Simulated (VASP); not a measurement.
Output of a VASP run:

OSZICAR:
```
       N       E                     dE             d eps       ncg     rms          rms(c)
DAV:   1     0.110953155814E+03    0.11095E+03   -0.11209E+04  1820   0.161E+03
DAV:   2    -0.422760260644E+02   -0.15323E+03   -0.14814E+03  2115   0.381E+02
DAV:   3    -0.491400190557E+02   -0.68640E+01   -0.67963E+01  2891   0.691E+01
DAV:   4    -0.493369708791E+02   -0.19695E+00   -0.19681E+00  2280   0.109E+01
DAV:   5    -0.493410736415E+02   -0.41028E-02   -0.41024E-02  2807   0.129E+00    0.299E+01
DAV:   6    -0.401236002987E+02    0.92175E+01   -0.84131E+00  2402   0.279E+01    0.106E+01
DAV:   7    -0.401635934562E+02   -0.39993E-01   -0.91996E-01  2395   0.108E+01    0.226E+00
DAV:   8    -0.400290744484E+02    0.13452E+00   -0.93139E-01  2103   0.107E+01    0.117E+00
DAV:   9    -0.400975370635E+02   -0.68463E-01   -0.39273E-02  2496   0.211E+00    0.984E-01
DAV:  10    -0.401636424255E+02   -0.66105E-01   -0.55499E-02  2145   0.299E+00    0.323E-01
DAV:  11    -0.402302384730E+02   -0.66596E-01   -0.21299E-02  2125   0.173E+00    0.155E-01
DAV:  12    -0.402520345090E+02   -0.21796E-01   -0.14316E-02  1995   0.128E+00    0.115E-01
DAV:  13    -0.402531146163E+02   -0.10801E-02   -0.17629E-03  2306   0.510E-01    0.579E-02
DAV:  14    -0.402520606879E+02    0.10539E-02   -0.81984E-04  1995   0.330E-01    0.261E-02
DAV:  15    -0.402531248295E+02   -0.10641E-02   -0.67848E-04  1875   0.279E-01    0.193E-02
DAV:  16    -0.402531438680E+02   -0.19038E-04   -0.25813E-05  2214   0.582E-02    0.117E-02
DAV:  17    -0.402531416878E+02    0.21801E-05   -0.26869E-06  2148   0.126E-02    0.476E-03
DAV:  18    -0.402531419228E+02   -0.23492E-06   -0.22268E-06  2195   0.137E-02    0.495E-03
DAV:  19    -0.402531411891E+02    0.73366E-06   -0.86606E-07  2155   0.855E-03    0.510E-04
DAV:  20    -0.402531417751E+02   -0.58603E-06   -0.72031E-08  1000   0.366E-03    0.392E-04
DAV:  21    -0.402531414785E+02    0.29666E-06   -0.31494E-08   955   0.213E-03    0.832E-04
DAV:  22    -0.402531415052E+02   -0.26766E-07   -0.66920E-09   930   0.910E-04
   1 F= -.40253142E+02 E0= -.40253077E+02  d E =-.192017E-03
```

### OUTCAR
```
------------------------ aborting loop because EDIFF is reached ----------------------------------------
  FORCE on cell =-STRESS in cart. coord.  units (eV):
  Direction    XX          YY          ZZ          XY          YZ          ZX
  --------------------------------------------------------------------------------------
  Total        6.5913270      6.5913292      6.1165038      0.0000000      0.0000000      0.0000000
  in kB      386.6207966    386.6209286    358.7695717      0.0000000      0.0000000      0.0000000
  external PRESSURE =     377.3370990 kB  Pullay stress =       0.0000000 kB
  volume of cell :       27.31
      direct lattice vectors                 reciprocal lattice vectors
     1.519719046 -2.632231050  0.000000000     0.329008182 -0.189952930  0.000000000
     1.519719046  2.632231050  0.000000000     0.329008182  0.189952930  0.000000000
     0.000000000  0.000000000  3.414136792     0.000000000  0.000000000  0.292899805
 POSITION                                       TOTAL-FORCE (eV/Angst)
 -----------------------------------------------------------------------------------
      0.00000      0.00000      0.00000        -0.000000      0.000000     -0.000000
      1.51972      0.87741      1.70707        -0.000000      0.000000     -0.000000
      1.51972     -0.87741      1.70707         0.000000      0.000000      0.000000
 -----------------------------------------------------------------------------------
    total drift:                                0.000000     -0.000000      0.000000
  FREE ENERGIE OF THE ION-ELECTRON SYSTEM (eV)
  ---------------------------------------------------
  free  energy   TOTEN  =       -40.2531415052 eV

  energy  without entropy=      -40.2529494880  energy(sigma->0) =      -40.25307750
```
(Selected blocks of OUTCAR.)

File POSCAR:
```
ZrB2
1
    1.5197190461    -2.6322310504     0.0000000000
    1.5197190461     2.6322310504     0.0000000000
    0.0000000000     0.0000000000     3.4141367918
Zr B
1 2
Direct
  1.0000000000   1.0000000000   0.0000000000
  0.3333330000   0.6666670000   0.5000000000
  0.6666670000   0.3333330000   0.5000000000
```

### Question
Write an INCAR and KPOINTS that could have produced this output.

### Answer
One answer among several that fit: the input of the run itself, r2SCAN meta-GGA, plane waves, VASP's PBE PAW potentials (set 64).

INCAR:
```
# general
SYSTEM =ZrB2
PREC   =Accurate
ENCUT  =600   # plane-wave cut-off (eV)
LREAL  =.FALSE.   # projection in real space or not
LASPH  =.TRUE.   # aspherical one-centre terms

# electronic loop
EDIFF  =1E-7   # SCF stop (eV)
NELM   =100   # most electronic steps
ALGO   =Normal
LMAXMIX=4
LMIXTAU=.TRUE.

# smearing
ISMEAR =1   # Methfessel-Paxton
SIGMA  =0.1

# functional
METAGGA=R2SCAN

# ions
ISIF   =2

# output
LWAVE  =.FALSE.
LCHARG =.FALSE.
```

**KPOINTS**
```
Automatic mesh
0
Gamma
10 10 8
0 0 0
```

POTCAR, in this order: Zr_sv B (PBE.64 set). Program: vasp_std.

The compound is ZrB2 in the AlB2 type structure. This cell was strained or had an atom moved on purpose.
